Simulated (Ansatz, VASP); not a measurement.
## Cross-check of GeW (CsCl type (invented)) between VASP and Ansatz

Aim: how closely do two programs agree when they are given the same cell, functional and k mesh? The cell is generated by rule, not measured, and may not be a known phase. The cell is taken from a series of runs on this material, whose earlier steps may have relaxed, scaled, displaced or heated it; both programs get it as it stands.

Method: plane waves, with VASP 6.6.1 beside it; relaxation of cell and atoms at LDA, in Ansatz 0.2.0.

### 1. Starting point

Symmetry: Pm-3m, No. 221, cubic system. Conventional cell: a = 3.082 Å, b = 3.082 Å, c = 3.082 Å, α = 90.00°, β = 90.00°, γ = 90.00°. W has 8 Ge at 2.67 Å nearest. Ge has 8 W at 2.67 Å nearest. Farther neighbours are not listed.

Coordinates:

```xyz
2
Lattice="3.0820 0.0000 0.0000 0.0000 3.0820 0.0000 0.0000 0.0000 3.0820" Properties=species:S:1:pos:R:3 pbc="T T T"
W     0.0000    0.0000    0.0000
Ge    1.5410    1.5410    1.5410
```

### 2. VASP: relaxation of cell and atoms, LDA

The relaxed volume is the usual yardstick between codes: in a stiff, nearly cubic crystal its relative difference is about their pressure difference at one cell divided by the bulk modulus.

Lines of VASP's logs that name or quote its potential files are left out, and so is its time.

The input, INCAR:

```
SYSTEM = GeW
PREC = Accurate
ENCUT = 600
EDIFF = 1E-07
NELM = 120
ISMEAR = 0
SIGMA = 0.1
LREAL = .FALSE.
ALGO = Normal
GGA = CA
NBANDS = 16
LASPH = .TRUE.
LORBIT = 11
LWAVE = .FALSE.
LCHARG = .FALSE.
ISIF = 3
IBRION = 2
NSW = 80
EDIFFG = -0.005
GGA_COMPAT = .FALSE.
NELMIN = 4
```

The input, POSCAR:

```
GeW
1.0
    3.0819960000      0.0000000000      0.0000000000
    0.0000000000      3.0819960000      0.0000000000
    0.0000000000      0.0000000000      3.0819960000
W Ge
1 1
Direct
    0.0000000000      0.0000000000      0.0000000000
    0.5000000000      0.5000000000      0.5000000000
```

The input, KPOINTS:

```
Automatic mesh
0
Gamma
14 14 14
0 0 0
```

Potentials, in the order of the species: W and Ge_d (LDA family, release 64).

Launch:

```bash
> mpirun -np 1 vasp_std
```

Numbers of over 12 decimals in the logs are rounded to 6 here.

Output:

```text
[banner, memory and clock lines left out]
running    1 mpi-ranks, on    1 nodes
 distrk:  each k-point on    1 cores,    1 groups
 distr:  one band on    1 cores,    1 groups

 POSCAR found type information on POSCAR W Ge
 POSCAR found :  2 types and       2 ions
 LDA part: xc-table for (Slater(with rela. corr.)+CA(PZ))
 , standard interpolation
 POSCAR, INCAR and KPOINTS ok, starting setup
 FFT: planning ... GRIDC
 FFT: planning ... GRID_SOFT
 FFT: planning ... GRID
 WAVECAR not read
 entering main loop
       N       E                     dE             d eps       ncg     rms          rms(c)
DAV:   1     0.112382568519E+03    0.11238E+03   -0.11039E+04  4224   0.326E+03
DAV:   2    -0.690604636774E+01   -0.11929E+03   -0.11531E+03  4392   0.550E+02
DAV:   3    -0.194407711913E+02   -0.12535E+02   -0.12426E+02  4504   0.105E+02
DAV:   4    -0.196894433390E+02   -0.24867E+00   -0.24848E+00  4672   0.158E+01
DAV:   5    -0.196927000652E+02   -0.32567E-02   -0.32567E-02  4632   0.202E+00    0.205E+01
DAV:   6    -0.188654426145E+02    0.82726E+00   -0.23557E+00  4768   0.710E+00    0.776E+00
DAV:   7    -0.187755284735E+02    0.89914E-01   -0.13498E-01  5016   0.590E+00    0.375E+00
DAV:   8    -0.187559555228E+02    0.19573E-01   -0.31863E-02  5120   0.169E+00    0.222E-01
DAV:   9    -0.187552195823E+02    0.73594E-03   -0.35888E-03  4808   0.123E+00    0.164E-01
DAV:  10    -0.187551691638E+02    0.50418E-04   -0.11004E-04  4584   0.116E-01    0.335E-02
DAV:  11    -0.187551678220E+02    0.13418E-05   -0.22595E-05  4960   0.744E-02    0.132E-02
DAV:  12    -0.187551674542E+02    0.36787E-06   -0.21649E-06  4904   0.176E-02    0.454E-03
DAV:  13    -0.187551674120E+02    0.42147E-07   -0.69615E-08  2536   0.332E-03
   1 F= -.18755167E+02 E0= -.18749798E+02  d E =-.187552E+02
 curvature:   0.00 expect dE= 0.000E+00 dE for cont linesearch  0.000E+00
 trial: gam= 0.00000 g(F)=  0.000E+00 g(S)=  0.137E-02 ort = 0.000E+00 (trialstep = 0.100E+01)
 search vector abs. value=  0.137E-02
 bond charge predicted
       N       E                     dE             d eps       ncg     rms          rms(c)
DAV:   1    -0.187702232405E+02   -0.15056E-01   -0.22942E-01  4792   0.959E+00    0.906E-01
DAV:   2    -0.187584377315E+02    0.11786E-01   -0.14478E-02  5040   0.286E+00    0.490E-01
DAV:   3    -0.187545636802E+02    0.38741E-02   -0.56789E-03  4736   0.140E+00    0.120E-01
DAV:   4    -0.187544059719E+02    0.15771E-03   -0.19639E-04  4288   0.169E-01    0.755E-02
DAV:   5    -0.187542997418E+02    0.10623E-03   -0.19877E-04  4864   0.240E-01    0.145E-02
DAV:   6    -0.187542977478E+02    0.19940E-05   -0.56389E-06  4456   0.237E-02    0.635E-03
DAV:   7    -0.187542967774E+02    0.97040E-06   -0.12255E-06  4656   0.229E-02    0.106E-03
DAV:   8    -0.187542967775E+02   -0.16144E-09   -0.19366E-08  2176   0.144E-03
   2 F= -.18754297E+02 E0= -.18748913E+02  d E =0.870634E-03
 trial-energy change:    0.000871  1 .order    0.000847   -0.001375    0.003070
 step:   0.3027(harm=  0.3094)  dis= 0.00000  next Energy=   -18.755375 (dE=-0.207E-03)
 bond charge predicted
       N       E                     dE             d eps       ncg     rms          rms(c)
DAV:   1    -0.187630839750E+02   -0.87872E-02   -0.11335E-01  4808   0.690E+00    0.628E-01
DAV:   2    -0.187573838631E+02    0.57001E-02   -0.69376E-03  5056   0.193E+00    0.342E-01
DAV:   3    -0.187554942947E+02    0.18896E-02   -0.28636E-03  4728   0.985E-01    0.822E-02
DAV:   4    -0.187554189005E+02    0.75394E-04   -0.99240E-05  4440   0.121E-01    0.515E-02
DAV:   5    -0.187553682310E+02    0.50669E-04   -0.98855E-05  4848   0.172E-01    0.988E-03
DAV:   6    -0.187553672881E+02    0.94287E-06   -0.29509E-06  4664   0.184E-02    0.445E-03
DAV:   7    -0.187553668449E+02    0.44320E-06   -0.54496E-07  3440   0.153E-02    0.784E-04
DAV:   8    -0.187553668464E+02   -0.14338E-08   -0.15588E-08  2200   0.112E-03
   3 F= -.18755367E+02 E0= -.18749991E+02  d E =-.199434E-03
 curvature:  -0.15 expect dE=-0.702E-08 dE for cont linesearch -0.702E-08
 trial: gam= 0.00000 g(F)=  0.873E-65 g(S)=  0.454E-07 ort =-0.790E-05 (trialstep = 0.861E+00)
 search vector abs. value=  0.455E-07
 reached required accuracy - stopping structural energy minimisation
```

OUTCAR, selected parts (step 2):

```text
ion  position               nearest neighbor table
   1  0.000  0.000  0.000-   2 2.67   2 2.67   2 2.67   2 2.67   2 2.67   2 2.67   2 2.67   2 2.67

  LATTYP: Found a simple cubic cell.
 ALAT       =     3.0819960000

 Subroutine GETGRP returns: Found 48 space group operations
 (whereof 48 operations were pure point group operations)

The static configuration has the point symmetry O_h .

 Found    120 irreducible k-points:

   k-points           NKPTS =    120   k-points in BZ     NKDIM =    120   number of bands    NBANDS=     16

   dimension x,y,z NGX =    28 NGY =   28 NGZ =   28
   dimension x,y,z NGXF=    56 NGYF=   56 NGZF=   56

   ENCUT  =  600.0 eV  44.10 Ry    6.64 a.u.   6.16  6.16  6.16*2*pi/ulx,y,z

   NELECT =      20.0000    total number of electrons

 k-points in reciprocal lattice and weights: Automatic mesh
   0.00000000  0.00000000  0.00000000       0.000
   0.07142857  0.00000000  0.00000000       0.002
   0.14285714  0.00000000  0.00000000       0.002
   0.21428571  0.00000000  0.00000000       0.002
   0.28571429  0.00000000  0.00000000       0.002
   0.35714286  0.00000000  0.00000000       0.002
   0.42857143  0.00000000  0.00000000       0.002
   0.50000000  0.00000000  0.00000000       0.001
   0.07142857  0.07142857  0.00000000       0.004
[...]
0.50000000  0.50000000  0.42857143       0.002
   0.50000000  0.50000000  0.50000000       0.000

 average (electrostatic) potential at core
       1 -36.9536       2 -70.8754

 E-fermi :   8.9012

 k-point     1 :       0.0000    0.0000    0.0000
  band No.  band energies     occupation
    ...
      4     -15.5370      2.00000
      5     -15.5370      2.00000
      6      -4.4581      2.00000
      7       5.3767      2.00000
      8       5.3767      2.00000
      9      10.5439      0.00000
     10      10.5439      0.00000
     11      10.5439      0.00000
     12      11.2846      0.00000
     13      11.2846      0.00000
    ...

 k-point     2 :       0.0714    0.0000    0.0000
  band No.  band energies     occupation
    ...
      4     -15.5377      2.00000
      5     -15.5367      2.00000
      6      -4.3615      2.00000
      7       5.3509      2.00000
      8       5.4111      2.00000
      9       9.8870      0.00000
     10       9.8870      0.00000
     11      10.5556      0.00000
     12      10.8981      0.00000
     13      12.0101      0.00000
    ...

 k-point     3 :       0.1429    0.0000    0.0000
  band No.  band energies     occupation
    ...
      4     -15.5398      2.00000
      5     -15.5359      2.00000
      6      -4.0749      2.00000
      7       5.1698      2.00000
      8       5.5099      2.00000
      9       9.0515      0.03352
     10       9.0515      0.03352
     11      10.2507      0.00000
     12      10.5890      0.00000
     13      13.0569      0.00000
    ...

  Total        0.0007917      0.0007917      0.0007917     -0.0000000      0.0000000      0.0000000
  in kB        0.0434593      0.0434593      0.0434593     -0.0000000      0.0000000      0.0000000
  external PRESSURE =       0.0434593 kB  Pullay stress =       0.0000000 kB

  energy-cutoff  :      600.00
  volume of cell :       29.19
      direct lattice vectors                 reciprocal lattice vectors
     3.078893931 -0.000000000 -0.000000000     0.324791962 -0.000000000  0.000000000
     0.000000000  3.078893931  0.000000000     0.000000000  0.324791962 -0.000000000
    -0.000000000  0.000000000  3.078893931     0.000000000 -0.000000000  0.324791962

 POSITION                                       TOTAL-FORCE (eV/Angst)
 -----------------------------------------------------------------------------------
      0.00000      0.00000      0.00000        -0.000000     -0.000000      0.000000
      1.53945      1.53945      1.53945         0.000000      0.000000      0.000000
 -----------------------------------------------------------------------------------
    total drift:                                0.000000      0.000000      0.000000

  FREE ENERGIE OF THE ION-ELECTRON SYSTEM (eV)
  ---------------------------------------------------
  free  energy   TOTEN  =       -18.7553668464 eV

  energy  without entropy=      -18.7446152669  energy(sigma->0) =      -18.74999106

 reached required accuracy - stopping structural energy minimisation

 total charge
# of ion       s       p       d       tot
------------------------------------------
    1        0.571   0.552   4.300   5.422
    2        1.125   1.382  10.110  12.617
--------------------------------------------------
tot          1.695   1.934  14.410  18.039

[... 3 further parts left out ...]
```

CONTCAR:

```
GeW
   1.00000000000000
     3.0788939306808212   -0.0000000000000000   -0.0000000000000000
     0.0000000000000000    3.0788939306808212    0.0000000000000000
    -0.0000000000000000    0.0000000000000000    3.0788939306808212
  W               Ge
     1     1
Direct
     0.0000000000000000    0.0000000000000000    0.0000000000000000
     0.5000000000000000    0.5000000000000000    0.5000000000000000
```

The data set W keeps the semicore shell frozen, which is cheaper and a little less accurate.

### 3. Ansatz: relaxation of cell and atoms, LDA

Ansatz runs on its default PAW (the set named soft_2) files.

The same cell, functional (in two slightly different forms), mesh and smearing now go to Ansatz, which takes its cutoff from its data sets.

The input, input.yaml:

```yaml
crystal:
  lattice:
    - [3.0819961679, 0.0, 0.0]
    - [0.0, 3.0819961679, 0.0]
    - [0.0, 0.0, 3.0819961679]
  atoms:
    - { symbol: W, position: [0.0, 0.0, 0.0] }
    - { symbol: Ge, position: [0.5, 0.5, 0.5] }
kpoints:
  mp_grid: { grid: [14, 14, 14] }
hamiltonian:
  xc: lda
scf:
  occupations: { method: gaussian, width: 0.1 }
output:
  forces: true
  stress: true
  eigenvalues: true
  write_density: true
  write_potential: true
  elf: true
  volumetric_format: npy
relax:
  adjacent_minimum: "off"
  f_tol: 0.005
  max_steps: 80
  cell: { stress_tol: 0.05 }
```

Launch:

```bash
> ansatz run input.yaml --threads 2 --pin off --max-ram 5120MiB --backend cpu --events-out ev --progress --plain --runs-dir out
```

Output:

```text
Engine: ansatz 0.2.0, aarch64-unknown-linux-gnu
Pseudopotentials: kind: paw
Pseudopotential: W, paw, valence charge 14, recommended cutoff 420 eV (normal), W.paw.azcp
Pseudopotential: Ge, paw, valence charge 14, recommended cutoff 420 eV (normal), Ge.paw.azcp
Functional definition: SPW92
  exchange = slater_x
  correlation = pw_c
Crystal: 2 atoms, lattice volume = 29.275 Å³
Basis set: ecut = 420 eV, 587 PW (Γ)
Bands: 18, of which v1, the nominal top of the filled ones, is band 14 counted from 1 (13 counted from 0)
Symmetry: 48 space group operations
Space group: Pm-3m (ITA 221), of the structure as read, at distance tolerance 3.1e-5 Å
k-points: 120 of 2744
Non-local potential: W, projectors of the file, l = 0: 3, l = 1: 2, l = 2: 2, l = 3: 1
Non-local potential: Ge, projectors of the file, l = 0: 2, l = 1: 2, l = 2: 3, l = 3: 1
PAW form: soft (Blöchl's): semilocal exchange-correlation on the pseudo side does not see the compensation charge
PAW frozen core: W, regenerated for the run's functional, and the local potential with it (the file was generated under x = pbe(κ = 0.804, μ = 0.219515), c = pbe(β = 0.066725))
PAW frozen core: Ge, regenerated for the run's functional, and the local potential with it (the file was generated under x = pbe(κ = 0.804, μ = 0.219515), c = pbe(β = 0.066725))
PAW one-centre angular grid: W, 590 points (default); XC on 64 Gauss nodes
PAW one-centre angular grid: Ge, 590 points (default); XC on 64 Gauss nodes
Initial density: superposition of atomic densities (neutral atoms: chi_scale 0, normalization atom), corrected by the library's trained network
Initial wavefunctions: pseudopotential atomic-orbital guess
Functional: x = slater, c = lda
SCF iter   1: F=—  HF=-14344.935111 eV  |F-HF|=—  |Δ(HF+E_count)|=         —  Δρ=1.15e-2  dr2=3.82e-2  ethr=1.77e-3  ⟨swp⟩=5.0  Hψ=9981  notcnv=0
preconditioner: auto → none  [metal: Δε(μ)=0.048 eV  Ē_g=18.130 eV  σ=0.100 eV  W_gap=0.25  n_scr=6 (ndim 8)  ℏωp=30.7 eV  f_vac=0.000  D(μ)=1.88/eV (n_scr^D=18)  sad-step TF]
SCF iter   2: F=—  HF=-14344.930318 eV  |F-HF|=—  |Δ(HF+E_count)|=   4.79e-3  Δρ=7.29e-3  dr2=2.14e-2  ethr=1.36e-4  ⟨swp⟩=1.0  Hψ=3122  notcnv=0
SCF iter   3: F=—  HF=-14344.925727 eV  |F-HF|=—  |Δ(HF+E_count)|=   4.59e-3  Δρ=1.89e-3  dr2=8.28e-4  ethr=7.63e-5  ⟨swp⟩=2.2  Hψ=3623  notcnv=0  defer=1
SCF iter   4: F=—  HF=-14344.924638 eV  |F-HF|=—  |Δ(HF+E_count)|=   1.09e-3  Δρ=6.12e-4  dr2=4.95e-5  ethr=2.96e-6  ⟨swp⟩=2.0  Hψ=3335  notcnv=0  defer=1
SCF iter   5: F=—  HF=-14344.924629 eV  |F-HF|=—  |Δ(HF+E_count)|=   9.45e-6  Δρ=6.63e-5  dr2=1.39e-6  ethr=1.77e-7  ⟨swp⟩=2.0  Hψ=2529  notcnv=0  defer=3
SCF iter   6: F=-14344.924628 eV  HF=-14344.924628 eV  |F-HF|=7.90e-9  |Δ(HF+E_count)|=   4.30e-7  Δρ=4.97e-6  dr2=4.44e-9  ethr=3.57e-10  ⟨swp⟩=7.0  Hψ=13758  notcnv=0
the search or the solves at the SCF's close seem to have found levels that the self-consistency loop had missed (the run counts 1). By its estimate they hold under 1e-12 electrons; where the run keeps them, the occupations were computed again with them
SCF 1 converged in 6 iterations: F = -14344.924628 eV  dr2 = 4.44e-9
  greatest PAW one-centre occupation: 1.000 electrons in one spin orbital (limit 2), on the W atom at site 0 (counted from 0), in its partial waves of l = 0
relax step   1: F+E_penalty+E_count = -14344.92462822 eV  Δ(F+E_penalty+E_count) = +0.000e0 eV  max|allowed force component| = 6.469e-29 eV/Å  Δτ_max = 0.0000 Å  P = -0.529 GPa  Ω = 29.275 Å³  (6 SCF iters, dr2 threshold 1.00e-7 eV, accepted)
[...]
relax step   2: F+E_penalty+E_count = -14344.92465676 eV  Δ(F+E_penalty+E_count) = -2.854e-5 eV  max|allowed force component| = 3.813e-30 eV/Å  Δτ_max = 0.0000 Å  P = +0.559 GPa  Ω = 29.140 Å³  energy of the carried Pulay correction = +3.926e-5 eV  (6 SCF iters, dr2 threshold 2.00e-7 eV, rejected (line search))
[...]
relax step   3: F+E_penalty+E_count = -14344.92475692 eV  Δ(F+E_penalty+E_count) = -1.287e-4 eV  max|allowed force component| = 2.827e-30 eV/Å  Δτ_max = 0.0000 Å  P = -0.002 GPa  Ω = 29.209 Å³  energy of the carried Pulay correction = +1.911e-5 eV  (6 SCF iters, accepted)
[...]
relax step   4: F+E_penalty+E_count = -14344.92474057 eV  Δ(F+E_penalty+E_count) = +1.635e-5 eV  max|allowed force component| = 1.578e-30 eV/Å  Δτ_max = 0.0000 Å  P = -0.002 GPa  Ω = 29.209 Å³  stress off target by 2.02e-3 GPa  SCF on the basis re-selected at this cell (its energy is not comparable with the rows above)  (8 SCF iters)
basis re-selected at this cell: Δ(F+E_penalty+E_count) = +1.635e-5 eV, ΔP = +0.000 GPa vs the last step (what re-selecting the basis moved, of the pressure what is left beyond the Pulay correction that the steps carried, after the strain that the cell walked since its last selection, with what the two solves' SCF thresholds leave and, on support functions, any second-order correction that the steps lacked; it is no m [...]
SCF converged after 8 iterations
Free energy (F): -14344.924741 eV
Harris-Foulkes:  -14344.924741 eV  (|F-HF|=3.64e-12)
Internal energy: -14344.914435 eV  (E = F + TS)
E sigma→0 (E₀):  -14344.919588 eV
Entropy (-TS):   -0.010306 eV (-5.153 meV/atom)
Fermi energy:    19.492409 eV
--- Per-component energies (eV) ---
  E_band       = -119.037542
  E_kinetic    = 568.055851
  E_local      = -2470.298644  (includes V_loc(G=0)·N_el)
  E_nonlocal   = 430.576811
  E_hartree    = 1054.665309
  E_xc         = -342.560166
  E_vxc        = -307.144258  (∫ρ·V_xc dr)
  E_paw        = -10252.420095  (= ΣΔE_a)
  E_vpaw       = -449.558172  (= ΣTr[D̂ρ^β])
  E_aug_tail   = 0.000251  (compensation charges beyond the density's cutoff)
  E_ewald      = -3335.125230
  E_core_change = 2.191479  (= ΣΔE_core)
  E_smearing   = -0.010306  (= −TS)
  E_closure    = -0.000000  (closes the sum)
  Σ components = -14344.924741   (vs F -14344.924741, Δ=0.00e0)
--- Forces (eV/Å), atoms counted from 1 ---
  atom   1  W      0.00000000    -0.00000000     0.00000000
  atom   2  Ge    -0.00000000     0.00000000    -0.00000000
  max |Σ_I F_I| component: 3.16e-30 eV/Å
--- Stress (GPa, compression-positive) ---
       -0.002016       0.000000      -0.000000
        0.000000      -0.002016      -0.000000
       -0.000000      -0.000000      -0.002016
  P = ⅓ Tr σ = -0.0020 GPa (-0.020 kbar)
--- Band table (eV; the first three rows and the last of 120) ---
  k-point 0: bands = [... 10 lower, 15.9734, 15.9734, 21.1451, 21.1451, 21.1451, 21.8375, 21.8375, 21.8375]
  k-point 1: bands = [... 10 lower, 15.9484, 16.0077, 20.4769, 20.4769, 21.1570, 21.4493, 22.5737, 22.5737]
  k-point 2: bands = [... 10 lower, 15.7686, 16.1064, 19.6418, 19.6418, 20.8020, 21.1907, 23.6178, 23.6178]
  k-point 119: bands = [... 10 lower, 13.3402, 13.3402, 14.1899, 23.2919, 23.2919, 23.3919, 23.3919, 23.3919]
--- Relaxed structure (3 steps of the walk, 2 accepted, 1 SCFs on fresh bases) ---
  F+E_penalty+E_count = -14344.92474057 eV   max|allowed force component| = 1.578e-30 eV/Å   (the final SCF, on the basis selected at the relaxed cell)
  cell:  # Å, volume = 29.2090 Å³
    - [3.079680, 0, 0]
    - [0, 3.079680, 0.0]
    - [0, 0.0, 3.079680]
  atoms:
    - { symbol: W, position: [0, 0, 0] }
    - { symbol: Ge, position: [0.5, 0.5, 0.5] }
```

In the SCF lines HF is the Harris–Foulkes energy and dr2 the Hartree energy of the density residual, in eV; the loop may stop once dr2 is under the threshold and the program's other checks hold. Hψ counts applications of the Hamiltonian.

### 4. Comparison

Known differences besides the potentials themselves: the two LDA forms differ slightly; the data sets hold 28 valence electrons in Ansatz (on its default PAW (the set named soft_2) files) and 20 in VASP; the cutoff is 420 eV in Ansatz and 600 eV in VASP; VASP's log shows a relativistic correction to its local exchange, Ansatz's none; Ansatz adds a Pulay correction to the stress that steers its cell, VASP none. Total energies have different zeros and are not compared.

Compared:

```csv
quantity,Ansatz,VASP,difference
volume (Å³),29.21,29.19,+0.08 %
"edge a after relaxation, in the typed setting (Å)",3.080,3.079,+0.03 %
```

### 5. Results

```json
{"difference in volume (relaxation of cell and atoms, LDA)": "0.077 %"}
```

In words: The difference in volume is 0.077 % (relaxation of cell and atoms, LDA), within the 1.2 % picked in this series as the mark of a large difference, as far as the stopping tolerances let one tell. The data sets hold unlike numbers of valence electrons (28 in Ansatz and 20 in VASP), so part of the differences comes from the potentials. 1 further run of this series is not shown here. How closely two codes agree says nothing of how well the functional describes the real material.

[Lines on the potential files, build, host, timing and source positions are cut from VASP's logs without a mark.]

[Logs are printed without paths, hosts, clocks, repeated set-up lines and the standing remarks that a program may print on its own settings, such as how far it seeks lower states.]

[Hosts, paths, dates, database ids (printed as entryN), source tags and the programs' standing remarks are cut or masked in the printed files.]
